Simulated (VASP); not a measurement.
CdTe: band gap against strain

CdTe (zinc blende, F-43m, 34.080 Å³/atom and stress up to 0.24 GPa in the relaxed cell, cube axes along x, y and z) under an equal strain ε along all three axes. PBEsol in VASP (plane waves, PAW), 480 eV, 8×8×8 Γ-centred mesh, Gaussian smearing 0.05 eV; ions are relaxed, or left where forces stay under 0.02 eV/Å, within the symmetry of each cell. Gaps are the smallest on the run's k-mesh, which can miss an edge that lies off it, without spin-orbit coupling; in all rows the valence edge lies at Γ and the conduction edge at Γ.

Here s stands for strain and Eg for gap.

| strain (%) | gap (eV) |
|---|---|
| -1.50 | 0.793 |
| -1.00 | 0.748 |
| -0.50 | 0.702 |
| 0.00 | 0.658 |
| 0.50 | 0.614 |
| 1.00 | 0.570 |
| 1.50 | 0.527 |
| 3.00 | ? |

### Question
Fit Eg against s with a straight line, and predict the withheld value at s = 3.00.

### Answer
Means: s 0, Eg 0.6589. About the means, the sum of products is -0.62100 and the sum of squares of s is 7.0000; the slope is their ratio. Least squares gives Eg = 0.6589 - 0.08871·s. Residuals (row less fit): 0.0010, 0.0004, -0.0013, -0.0009, -0.0005, -0.0002, 0.0012; standard error 0.0010 (degrees of freedom: 5). Over these rows the gap moves by -8.87 ± 0.04 eV per unit strain, or -3.0 eV per unit of ln V. At the withheld row, Eg = 0.6589 - 0.08871 × 3.0 = 0.3928 eV. The calculation gives 0.403 eV, 0.0102 eV above the prediction (2.6 % of the range of Eg in the table). The row lies outside the fitted rows, so this is an extrapolation. From the scatter of the fitted rows alone, a prediction at this place has a standard error of 0.0016 eV, so the miss is 6.4 times that.

A polynomial of degree 2 through the 12 other runs of the series gives 0.402 there, so most of the miss is curvature that the fit leaves out. Other structures, which can take over under pressure, weren't tried. Spin-orbit coupling is left out, which can shift this property for CdTe. Rows are the converged runs of the series near zero and its far end; series whose fitted rows scatter by over a few per cent of the range, as at a crossing or softening among them, aren't shown in this form, nor equations of state whose B0' disagrees with the runs' pressures. Most that stay on the fit to the last digits aren't either.
